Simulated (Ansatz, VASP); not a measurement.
NbRu3: VASP beside Ansatz

```
Nb Ru
1.0
     3.82750    0.00000    0.00000
     0.00000    3.82750    0.00000
     0.00000    0.00000    3.82750
Nb Ru
1 3
Cartesian
  0.0000 0.0000 0.0000
  0.0000 1.9137 1.9137
  1.9137 0.0000 1.9137
  1.9137 1.9137 0.0000
```

Alike in both runs: functional LDA; k mesh 12 × 12 × 12; occupations gaussian, width 0.1 eV; no spin polarisation.

Ansatz relaxed the structure, and its values are those at the end. VASP's run is a single point on that final structure, the one shown.

```csv
,VASP,Ansatz
version,VASP 6.6.1,Ansatz 0.2.0
potentials or method,"VASP PAW LDA potentials, release 64 (Nb_sv, Ru_pv)","scalar-relativistic, plane waves, PAW"
plane-wave cutoff (eV),520,420
valence electrons in the cell,55,61
```

Ansatz gave:

```
gap on the k mesh at the Fermi level (eV) : none
pressure (GPa)                            : 0.0
```

**Question.** What did VASP give for the same quantities?

**Answer.** gap on the k mesh at the Fermi level (eV): none; pressure (GPa): 0.6.

A gap of «none» marks a metal or a gap that the smearing closes. The two sets of potentials don't hold the same shells in valence.
